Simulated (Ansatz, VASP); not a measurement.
# WC (Qusongite) in two plane-wave programs, part 2 of 2

One calculation is typed for both programs; each brings its own data sets. How far apart do they land? The cell is taken from a series of runs on this material, whose earlier steps may have relaxed, scaled, displaced or heated it; both programs get it as it stands.

VASP 6.6.1 and Ansatz 0.2.0.

So far: The starting structure; Ansatz: zone-centre phonons, PBEsol.

### 3. VASP: zone-centre phonons, PBEsol

Level of this step: PBEsol; plane waves and PAW (C, W) (VASP).

The same cell, functional, mesh and smearing now go to VASP, with its own data sets.

Lines of VASP's logs that name or quote its potential files are left out, and so is its time.

INCAR reads:

```
SYSTEM = WC
PREC = Accurate
ENCUT = 600
EDIFF = 1E-08
NELM = 120
ISMEAR = 1
SIGMA = 0.2
LREAL = .FALSE.
ALGO = Normal
GGA = PS
NBANDS = 11
LASPH = .TRUE.
LORBIT = 11
LWAVE = .FALSE.
LCHARG = .FALSE.
ISIF = 2
IBRION = 8
GGA_COMPAT = .FALSE.
KPAR = 2
```

POSCAR reads:

```
WC
1.0
    2.9195136943      0.0000000000      0.0000000000
   -1.4597568472      2.5283730260      0.0000000000
    0.0000000000      0.0000000000      2.8434699455
C W
1 1
Direct
    0.6666666667      0.3333333333      0.5000000000
    0.0000000000      1.0000000000      0.0000000000
```

KPOINTS reads:

```
Automatic mesh
0
Gamma
18 18 16
0 0 0
```

PAW data sets: C and W (PBE family, release 64).

Run with:

```bash
mpirun -np 2 vasp_std
```

Numbers of over 12 decimals in the logs are rounded to 6 here.

The log of the run:

```text
[banner, memory and clock lines left out]
running    2 mpi-ranks, on    1 nodes
 distrk:  each k-point on    1 cores,    2 groups
 distr:  one band on    1 cores,    1 groups

 POSCAR found type information on POSCAR C W
 POSCAR found :  2 types and       2 ions
|                                                                             |
|               ----> ADVICE to this user running VASP <----                  |
|                                                                             |
|     You enforced a specific xc type in the INCAR file but a different       |
|     [... a line on the potential file left out ...]
|     I HOPE YOU KNOW WHAT YOU ARE DOING!                                     |
|                                                                             |

 LDA part: xc-table for (Slater+PW92), standard interpolation
 POSCAR, INCAR and KPOINTS ok, starting setup
 FFT: planning ... GRIDC
 FFT: planning ... GRID_SOFT
 FFT: planning ... GRID
 WAVECAR not read
 entering main loop
       N       E                     dE             d eps       ncg     rms          rms(c)
DAV:   1     0.274184104101E+02    0.27418E+02   -0.54221E+03  7326   0.923E+02
DAV:   2    -0.247091381969E+02   -0.52128E+02   -0.49542E+02  8421   0.213E+02
DAV:   3    -0.269393339335E+02   -0.22302E+01   -0.22017E+01  9212   0.366E+01
DAV:   4    -0.269551877031E+02   -0.15854E-01   -0.15849E-01  8030   0.350E+00
DAV:   5    -0.269552560734E+02   -0.68370E-04   -0.68369E-04  8985   0.230E-01    0.337E+01
DAV:   6    -0.241009961597E+02    0.28543E+01   -0.12880E+01  8776   0.219E+01    0.111E+01
DAV:   7    -0.240182928910E+02    0.82703E-01   -0.64171E-01  7512   0.629E+00    0.817E+00
DAV:   8    -0.239762485978E+02    0.42044E-01   -0.11681E-01  8081   0.255E+00    0.203E+00
DAV:   9    -0.239705854701E+02    0.56631E-02   -0.14530E-02  7959   0.775E-01    0.138E-01
DAV:  10    -0.239704887738E+02    0.96696E-04   -0.87097E-04  8465   0.263E-01    0.181E-01
DAV:  11    -0.239704750011E+02    0.13773E-04   -0.89188E-05  8750   0.651E-02    0.789E-03
DAV:  12    -0.239704722593E+02    0.27418E-05   -0.59023E-06  8314   0.159E-02    0.144E-02
DAV:  13    -0.239704722514E+02    0.78026E-08   -0.71913E-07  9394   0.695E-03    0.772E-04
DAV:  14    -0.239704722388E+02    0.12681E-07   -0.20211E-08  6482   0.119E-03    0.126E-03
DAV:  15    -0.239704722501E+02   -0.11368E-07   -0.28167E-09  3894   0.451E-04    0.255E-04
DAV:  16    -0.239704722507E+02   -0.53103E-09   -0.23457E-10  3792   0.139E-04
   1 F= -.23970472E+02 E0= -.23970359E+02  d E =-.340905E-03
 Linear response reoptimize wavefunctions to high precision
DAV:   1    -0.239704722527E+02   -0.20281E-08   -0.30324E-11  4299   0.423E-05
DAV:   2    -0.239704722527E+02    0.12164E-10   -0.25928E-12  3756   0.177E-05
 Linear response DOF=           4
 Linear response progress:
  Degree of freedom:   1/  4
       N       E                     dE             d eps       ncg     rms          rms(c)
RMM:   1    -0.117356170329E+00   -0.11736E+00    0.44127E-02 75714   0.205E+00
RMM:   2    -0.115129089520E+00    0.22271E-02   -0.21766E-03 50483   0.436E-01    0.202E-01
RMM:   3    -0.115421716960E+00   -0.29263E-03   -0.40748E-04 48046   0.136E-01    0.108E-01
RMM:   4    -0.116146058315E+00   -0.72434E-03   -0.29737E-04 47997   0.110E-01    0.251E-02
RMM:   5    -0.116104181800E+00    0.41877E-04   -0.43086E-06 52610   0.189E-02    0.136E-03
RMM:   6    -0.116117790813E+00   -0.13609E-04   -0.25430E-07 52741   0.238E-03    0.461E-04
RMM:   7    -0.116114489347E+00    0.33015E-05    0.20183E-08 53549   0.418E-04    0.834E-05
RMM:   8    -0.116114746548E+00   -0.25720E-06    0.12515E-07 53429   0.766E-05    0.289E-05
RMM:   9    -0.116114620211E+00    0.12634E-06    0.42838E-09 56038   0.181E-05    0.337E-06
RMM:  10    -0.116114606066E+00    0.14144E-07   -0.29221E-09 51209   0.349E-06    0.714E-07
RMM:  11    -0.116114603829E+00    0.22369E-08   -0.13783E-09 36504   0.174E-06    0.265E-07
 first order change of Fermi-energy   0.50978E-05
 force on displaced ion       1 direction 1 : -15.104   0.002   0.000
 Linear response progress:
  Degree of freedom:   2/  4
       N       E                     dE             d eps       ncg     rms          rms(c)
RMM:   1    -0.120783346281E+00   -0.12078E+00    0.60427E-02 26716   0.213E+00
RMM:   2    -0.119643496977E+00    0.11398E-02   -0.23246E-03 17921   0.458E-01    0.182E-01
RMM:   3    -0.119808125010E+00   -0.16463E-03   -0.73464E-04 16986   0.176E-01    0.891E-02
RMM:   4    -0.120665343788E+00   -0.85722E-03   -0.53042E-04 17435   0.135E-01    0.213E-02
RMM:   5    -0.120645709677E+00    0.19634E-04   -0.98644E-06 18406   0.222E-02    0.277E-03
RMM:   6    -0.120679834381E+00   -0.34125E-04   -0.82275E-07 17879   0.541E-03    0.461E-04
RMM:   7    -0.120679636796E+00    0.19758E-06   -0.38320E-08 18895   0.884E-04    0.216E-04
RMM:   8    -0.120678289738E+00    0.13471E-05   -0.93355E-09 18858   0.123E-04    0.372E-05
RMM:   9    -0.120678208607E+00    0.81131E-07    0.12209E-09 19211   0.380E-05    0.126E-05
RMM:  10    -0.120678141822E+00    0.66785E-07   -0.93869E-10 19488   0.167E-05    0.859E-07
RMM:  11    -0.120678144699E+00   -0.28768E-08   -0.24535E-09 17201   0.323E-06    0.334E-07
 first order change of Fermi-energy   0.25778E-03
 force on displaced ion       1 direction 3 :  -0.000  -0.000 -13.538
 Linear response progress:
  Degree of freedom:   3/  4
       N       E                     dE             d eps       ncg     rms          rms(c)
RMM:   1    -0.109281586645E+00   -0.10928E+00   -0.88116E-02 64579   0.191E+00
RMM:   2    -0.106378991935E+00    0.29026E-02   -0.18875E-03 49575   0.348E-01    0.206E-01
RMM:   3    -0.105422260804E+00    0.95673E-03   -0.33238E-04 51754   0.113E-01    0.120E-01
RMM:   4    -0.104977832098E+00    0.44443E-03   -0.53041E-04 51733   0.141E-01    0.188E-02
RMM:   5    -0.104995921551E+00   -0.18089E-04    0.10664E-06 53676   0.166E-02    0.378E-03
RMM:   6    -0.104998005413E+00   -0.20839E-05   -0.15852E-07 53469   0.226E-03    0.134E-03
RMM:   7    -0.104998023354E+00   -0.17940E-07    0.10912E-07 53008   0.995E-04    0.112E-04
RMM:   8    -0.104997137663E+00    0.88569E-06    0.28976E-07 54870   0.201E-04    0.221E-05
RMM:   9    -0.104997146683E+00   -0.90199E-08    0.76738E-08 56122   0.328E-05    0.533E-06
 first order change of Fermi-energy  -0.61336E-04
 force on displaced ion       2 direction 1 : -15.105   0.002   0.000
 Linear response progress:
  Degree of freedom:   4/  4
       N       E                     dE             d eps       ncg     rms          rms(c)
RMM:   1    -0.114298140697E+00   -0.11430E+00   -0.95746E-02 23755   0.196E+00
RMM:   2    -0.110502700331E+00    0.37954E-02   -0.22926E-03 17446   0.400E-01    0.172E-01
RMM:   3    -0.109854658009E+00    0.64804E-03   -0.22136E-04 18258   0.103E-01    0.953E-02
RMM:   4    -0.109733253041E+00    0.12140E-03   -0.37411E-04 18017   0.128E-01    0.140E-02
RMM:   5    -0.109748935436E+00   -0.15682E-04   -0.28424E-06 18984   0.136E-02    0.448E-03
RMM:   6    -0.109761474346E+00   -0.12539E-04   -0.34291E-08 18956   0.209E-03    0.110E-03
RMM:   7    -0.109762375436E+00   -0.90109E-06   -0.27152E-09 18580   0.686E-04    0.276E-04
RMM:   8    -0.109762144727E+00    0.23071E-06   -0.23884E-09 19365   0.192E-04    0.787E-05
RMM:   9    -0.109761649274E+00    0.49545E-06   -0.99035E-10 19519   0.595E-05    0.559E-06
RMM:  10    -0.109761626825E+00    0.22449E-07   -0.26088E-09 19884   0.101E-05    0.192E-06
RMM:  11    -0.109761625511E+00    0.13134E-08   -0.23227E-10 16082   0.237E-06    0.326E-07
 first order change of Fermi-energy  -0.40522E-03
 force on displaced ion       2 direction 3 :  -0.000   0.000 -13.541
 Linear response finished
```

From OUTCAR (step 3):

```text
ion  position               nearest neighbor table
   1  0.667  0.333  0.500-   2 2.21   2 2.21   2 2.21   2 2.21   2 2.21   2 2.21
   2  0.000  0.000  0.000-   1 2.21   1 2.21   1 2.21   1 2.21   1 2.21   1 2.21

  LATTYP: Found a hexagonal cell.
 ALAT       =     2.9195136943
 C/A-ratio  =     0.9739532824

 Subroutine GETGRP returns: Found 12 space group operations
 (whereof 12 operations were pure point group operations)

The static configuration has the point symmetry D_3h.

 Found    333 irreducible k-points:

   k-points           NKPTS =    333   k-points in BZ     NKDIM =    333   number of bands    NBANDS=     11

   dimension x,y,z NGX =    24 NGY =   24 NGZ =   24
   dimension x,y,z NGXF=    48 NGYF=   48 NGZF=   48

   ENCUT  =  600.0 eV  44.10 Ry    6.64 a.u.   5.83  5.83  5.68*2*pi/ulx,y,z

   NELECT =      10.0000    total number of electrons

 k-points in reciprocal lattice and weights: Automatic mesh
   0.00000000  0.00000000  0.00000000       0.000
   0.05555556  0.00000000  0.00000000       0.001
   0.11111111  0.00000000  0.00000000       0.001
   0.16666667  0.00000000  0.00000000       0.001
   0.22222222 -0.00000000  0.00000000       0.001
   0.27777778  0.00000000  0.00000000       0.001
   0.33333333  0.00000000  0.00000000       0.001
   0.38888889  0.00000000  0.00000000       0.001
   0.44444444 -0.00000000  0.00000000       0.001
[...]
0.33333333  0.27777778  0.50000000       0.002
   0.33333333  0.33333333  0.50000000       0.000

 average (electrostatic) potential at core
       1 -46.4541       2 -37.2452

  Total       -1.1240189     -1.1240189     -1.0897640      0.0000000      0.0000000      0.0000000
  in kB      -85.7993304    -85.7993304    -83.1845630      0.0000000      0.0000000      0.0000000
  external PRESSURE =     -84.9277412 kB  Pullay stress =       0.0000000 kB

  energy-cutoff  :      600.00
  volume of cell :       20.99
      direct lattice vectors                 reciprocal lattice vectors
     2.919513694  0.000000000  0.000000000     0.342522798  0.197755630  0.000000000
    -1.459756847  2.528373026  0.000000000     0.000000000  0.395511260  0.000000000
     0.000000000  0.000000000  2.843469945     0.000000000  0.000000000  0.351682986

 POSITION                                       TOTAL-FORCE (eV/Angst)
 -----------------------------------------------------------------------------------
      1.45976      0.84279      1.42173         0.000000      0.000000      0.000000
      0.00000      0.00000      0.00000        -0.000000      0.000000      0.000000
 -----------------------------------------------------------------------------------
    total drift:                               -0.000000      0.000000      0.000000

 Eigenvectors and eigenvalues of the dynamical matrix
 ----------------------------------------------------

   1 f  =   18.094778 THz   113.692845 2PiTHz  603.576833 cm-1    74.833956 meV
             X         Y         Z           dx          dy          dz
      1.459757  0.842791  1.421735    -0.421598    0.872312   -0.000000
      0.000000  0.000000  0.000000     0.107762   -0.222967   -0.000000

   2 f  =   18.094778 THz   113.692845 2PiTHz  603.576833 cm-1    74.833956 meV
             X         Y         Z           dx          dy          dz
      1.459757  0.842791  1.421735     0.872312    0.421598   -0.000000
      0.000000  0.000000  0.000000    -0.222967   -0.107762    0.000000

   3 f  =   17.130865 THz   107.636397 2PiTHz  571.424134 cm-1    70.847531 meV
             X         Y         Z           dx          dy          dz
      1.459757  0.842791  1.421735    -0.000000   -0.000000    0.968845
      0.000000  0.000000  0.000000     0.000000   -0.000000   -0.247669

   4 f/i=    0.000105 THz     0.000663 2PiTHz    0.003519 cm-1     0.000436 meV
             X         Y         Z           dx          dy          dz
      1.459757  0.842791  1.421735     0.077631   -0.235160    0.000000
      0.000000  0.000000  0.000000     0.303716   -0.920016    0.000000

   5 f/i=    0.000105 THz     0.000663 2PiTHz    0.003519 cm-1     0.000436 meV
             X         Y         Z           dx          dy          dz
      1.459757  0.842791  1.421735     0.235160    0.077631   -0.000000
      0.000000  0.000000  0.000000     0.920016    0.303716   -0.000000

   6 f/i=    0.000558 THz     0.003506 2PiTHz    0.018612 cm-1     0.002308 meV
             X         Y         Z           dx          dy          dz
      1.459757  0.842791  1.421735     0.000000    0.000000    0.247669
      0.000000  0.000000  0.000000     0.000000    0.000000    0.968845

 ELASTIC MODULI CONTR FROM IONIC RELAXATION (kBar)
 Direction    XX          YY          ZZ          XY          YZ          ZX
 --------------------------------------------------------------------------------
 XX        -127.2392    127.2392      0.0000      0.0000     -0.0000     -0.0000
 YY         127.2392   -127.2392     -0.0000      0.0000      0.0000      0.0000
 ZZ           0.0000     -0.0000     -0.0000     -0.0000      0.0000      0.0000
 XY           0.0000      0.0000     -0.0000   -127.2392      0.0000      0.0000
 YZ          -0.0000      0.0000      0.0000      0.0000     -0.0000     -0.0000
 ZX          -0.0000      0.0000      0.0000      0.0000     -0.0000     -0.0000
 --------------------------------------------------------------------------------
```

### 4. Side by side

Known differences besides the potentials themselves: the data sets hold 18 valence electrons in Ansatz (on its PAW soft_1 files) and 10 in VASP; the cutoff is 420 eV in Ansatz and 600 eV in VASP; Ansatz makes its cores anew for this functional, VASP keeps those of its PBE data sets. Total energies have different zeros and are not compared.

The two programs side by side:

```
                  quantity  Ansatz   VASP  difference
     optical mode 1 (cm⁻¹)   566.0  571.4     -0.94 %
optical mode 2 to 3 (cm⁻¹)   597.0  603.6     -1.08 %
```

Modes are paired by rising frequency, not by their patterns, so a pair may set unlike modes beside each other; they are those without the splitting of longitudinal modes.

### 5. What came out

| Item | Value |
| --- | --- |
| r.m.s. difference of the optical zone-centre modes, each program's sorted by frequency (zone-centre phonons, PBEsol) | 6.2 cm⁻¹ |
| difference in optical mode 2 to 3 (zone-centre phonons, PBEsol) | -1.1 % |

**Reading.** The r.m.s. difference of the optical zone-centre modes, each program's sorted by frequency is 6.2 cm⁻¹ (zone-centre phonons, PBEsol). The data sets hold unlike numbers of valence electrons (18 in Ansatz and 10 in VASP), so part of the differences comes from the potentials. Among the rows given in per cent, the largest difference of the zone-centre phonons, PBEsol pair is in optical mode 2 to 3, -1.1 %. How closely two codes agree says nothing of how well the functional describes the real material.

[Lines on the potential files, build, host, timing and source positions are cut from VASP's logs without a mark.]

[Logs are printed without paths, hosts, clocks, repeated set-up lines and the standing remarks that a program may print on its own settings, such as how far it seeks lower states.]

[Hosts, paths, dates, database ids (printed as entryN), source tags and the programs' standing remarks are cut or masked in the printed files.]
